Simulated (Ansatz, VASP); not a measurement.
**Two plane-wave programs on HPbNO4**

```
H Pb N O
1.0
     4.06471   -0.00080   -0.01105
     0.00399    6.34036    0.05288
     0.02753    3.16373    7.64520
H Pb N O
2 2 2 8
Direct
  0.90366 0.21821 0.48851
  0.40337 0.78177 0.51142
  0.39455 0.30863 0.70725
  0.89489 0.69135 0.29266
  0.63409 0.19990 0.20730
  0.13386 0.80012 0.79275
  0.90829 0.32866 0.54369
  0.53792 0.39076 0.19497
  0.53483 0.11279 0.10602
  0.83718 0.08887 0.32672
  0.40817 0.67132 0.45624
  0.03774 0.60924 0.80520
  0.03429 0.88737 0.89397
  0.33716 0.91101 0.67330
```

Change from the starting cell: volume scaled by 0.96.

Alike in both runs: task single point; functional PBE; k mesh 7 × 5 × 4; occupations fermi-dirac, width 0.05 eV; no spin polarisation.

|  | VASP | Ansatz |
| --- | --- | --- |
| version | VASP 6.6.1 | Ansatz 0.2.0 |
| potentials or method | VASP PAW PBE potentials, release 64 (H, Pb_d, N, O) | Ansatz PAW |
| plane-wave cutoff (eV) | 520 | 420 |
| valence electrons in the cell | 88 | 88 |

|  | VASP | Ansatz | Ansatz less VASP |
| --- | --- | --- | --- |
| gap on the k mesh at the Fermi level (eV) | 3.32 | 3.35 | +0.028 |
| least direct gap on the mesh (eV) | 3.43 | 3.46 | +0.028 |
| pressure (GPa) | 4.9 | 4.1 | -0.75 |
| largest component of the traceless stress (GPa) | 2.27 | 1.64 | -0.634 |
| rms of the force components (eV/Å) | 0.620 | 0.449 | -0.1716 |

Atom by atom the forces differ by 0.176 eV/Å (rms over components).

Caveats: spin-orbit coupling is left out, which as a rule narrows the gap of such compounds by several tenths of an eV; forces of over 1 eV/Å show positions far from the minimum, so gaps and moduli don't describe the material at rest; the standard files for N, O and F lose accuracy on very short bonds (VASP); an odd mesh through Γ misses points on the zone boundary, where band edges often lie (VASP); odd divisions of the mesh miss points on the zone boundary, where band edges often lie, so the gap on the mesh can be too wide (Ansatz); the pressure holds a Pulay correction of +0.6 GPa for the finite cutoff (Ansatz).
